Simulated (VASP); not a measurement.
```
RuB
1.0
    0.00000     2.27651     2.27651
    2.27651     0.00000     2.27651
    2.27651     2.27651     0.00000
B Ru
1 1
Direct
  0.00000   0.00000   0.00000
  0.50000   0.50000   0.50000
```

The numbers are results of PBE GGA, VASP's PBE PAW potentials (set 64) (plane waves; VASP), not measurements. Run with PREC = Low, 520 eV cut-off, 12×12×12 Γ-centred mesh, first-order Methfessel-Paxton smearing of 0.10 eV, potentials B Ru_pv.

### Question
What does the run give for the energy per atom (σ→0), pressure, band gap (on the k-mesh) with the smallest direct gap where there is one?

### Answer

band gap (on the k-mesh): none (metal, semimetal or under 0.01 eV)
energy per atom (σ→0): -7.723 eV/atom
pressure: -254.6 kbar

The absolute energy has meaning only against runs of the same code, potentials and settings.

The structure was generated: BRu was put into the rocksalt type (Fm-3m), which need not be its known phase. The cell was not relaxed at this level. The run is one of a series of settings (PREC = Low against the base run), some of them coarse on purpose. The electron count is odd and the run is not spin-polarised, which forces a metal.
